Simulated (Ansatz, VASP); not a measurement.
**Si: VASP beside Ansatz**

File INCAR:

```
SYSTEM = Si
PREC = Accurate
ENCUT = 520
EDIFF = 1E-7
ISMEAR = 0
SIGMA = 0.1
LREAL = .False.
LASPH = .True.
NELM = 60
ALGO = Fast
ISIF = 2
LWAVE = .False.
LCHARG = .False.
NBANDS = 11
```

The input KPOINTS:

```
Automatic mesh
0
Gamma
  6 6 6
  0 0 0
```

The input POSCAR:

```
Si
1.0
    0.0000000000      2.7135600000      2.7135600000
    2.7135600000      0.0000000000      2.7135600000
    2.7135600000      2.7135600000      0.0000000000
Si
2
Direct
    0.7500000000      0.7500000000      0.7500000000
    0.5000000000      0.5000000000      0.5000000000
```

Input for Ansatz:

```yaml
crystal:
  lattice:
    - [0.0, 2.71356, 2.71356]
    - [2.71356, 0.0, 2.71356]
    - [2.71356, 2.71356, 0.0]
  atoms:
    - { symbol: Si, position: [0.75, 0.75, 0.75] }
    - { symbol: Si, position: [0.5, 0.5, 0.5] }
basis:
  ecutwfc: 420
kpoints:
  mp_grid: { grid: [6, 6, 6] }
hamiltonian:
  xc: lda
scf:
  occupations: { method: gaussian, width: 0.1 }
output:
  forces: true
  stress: true
  eigenvalues: true
```

Alike in both runs: task single point; functional LDA; k mesh 6 × 6 × 6; occupations gaussian, width 0.1 eV; no spin polarisation.

|  | VASP | Ansatz |
| --- | --- | --- |
| version | VASP 6.6.1 | Ansatz 0.2.0 |
| potentials or method | VASP PAW LDA potentials, release 64 (Si) | scalar-relativistic, plane waves, PAW |
| plane-wave cutoff (eV) | 520 | 420 |
| valence electrons in the cell | 8 | 8 |

Ansatz gave:

| Item | Value |
| --- | --- |
| gap on the k mesh at the Fermi level (eV) | 0.60 |
| least direct gap on the mesh (eV) | 2.52 |
| pressure (GPa) | -1.2 |

What did VASP give for the same quantities?

gap on the k mesh at the Fermi level (eV): 0.59; least direct gap on the mesh (eV): 2.52; pressure (GPa): -1.2.

A k mesh can miss the band edges. As with any semilocal functional, this LDA gap is likely too small.
